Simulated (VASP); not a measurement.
Data:

```xyz
7
Lattice="4.6509 -2.1662 -0.0118 4.6509 2.1662 -0.0118 3.6511 0.0000 3.6046" Properties=species:S:1:pos:R:3 pbc="T T T"
Ca     4.6509    -2.1662    -0.0118
C      6.4764     1.4435     1.7905
C      6.1433    -0.7218     2.9954
C      6.8095    -0.7218     0.5855
C      6.4764    -1.4435     1.7905
C      6.8095     0.7218     0.5855
C      6.1433     0.7218     2.9954
```

Level of theory: r2SCAN meta-GGA, VASP's PBE PAW potentials (set 64) (plane waves; VASP). Run with 520 eV cut-off, 10×10×10 Γ-centred mesh, tetrahedra with Blöchl corrections, potentials Ca_sv C.

**Question.** What does the run give for the energy per atom (σ→0), band gap (over mesh and band path) with the smallest direct gap where there is one?

**Answer.** 
| Property | Result |
|---|---|
| band gap (over mesh and band path) | none (metal, semimetal or under 0.01 eV) |
| energy per atom (σ→0) | -9.586 eV/atom |

Total energies compare only between runs with the same potentials, cut-off and functional.

The compound is CaC6 in the sg166 structure. It was relaxed first.
